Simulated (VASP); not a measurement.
OSZICAR of a VASP run on W (bcc):

**OSZICAR**
```
       N       E                     dE             d eps       ncg     rms          rms(c)
DAV:   1     0.712043680024E+02    0.71204E+02   -0.74746E+03  2328   0.134E+03
DAV:   2    -0.120291307455E+02   -0.83233E+02   -0.80150E+02  2480   0.314E+02
DAV:   3    -0.135407162608E+02   -0.15116E+01   -0.14914E+01  2605   0.423E+01
DAV:   4    -0.135497732829E+02   -0.90570E-02   -0.90559E-02  2483   0.354E+00
DAV:   5    -0.135498548121E+02   -0.81529E-04   -0.81529E-04  2569   0.342E-01    0.171E+01
DAV:   6    -0.129749210149E+02    0.57493E+00   -0.75152E-01  2411   0.111E+01    0.606E+00
DAV:   7    -0.128382155730E+02    0.13671E+00   -0.35029E-01  2531   0.704E+00    0.905E-01
DAV:   8    -0.128336797797E+02    0.45358E-02   -0.37282E-03  2321   0.875E-01    0.116E-01
DAV:   9    -0.128336494674E+02    0.30312E-04   -0.18013E-04  2612   0.163E-01    0.506E-02
DAV:  10    -0.128336481671E+02    0.13002E-05   -0.11982E-05  2420   0.484E-02    0.139E-02
DAV:  11    -0.128336487364E+02   -0.56933E-06   -0.47494E-07  2549   0.689E-03    0.646E-04
DAV:  12    -0.128336485532E+02    0.18329E-06   -0.13459E-08  1264   0.124E-03    0.171E-04
DAV:  13    -0.128336485585E+02   -0.53467E-08   -0.70256E-10  1222   0.393E-04
   1 F= -.12833649E+02 E0= -.12833674E+02  d E =0.757706E-04
```

### Question
Which electronic solver shows in the log?

### Answer
It is blocked Davidson (ALGO = Normal, or the opening steps of other solvers). The INCAR had ALGO = Normal.

### Question
Can the final energy be trusted as converged?

### Answer
The run converged. It stopped with EDIFF = 1E-7, NELM = 100 (PBE GGA, plane waves, VASP's PBE PAW potentials (set 64)).

The compound is W in the bcc structure. This cell was strained or had an atom moved on purpose.
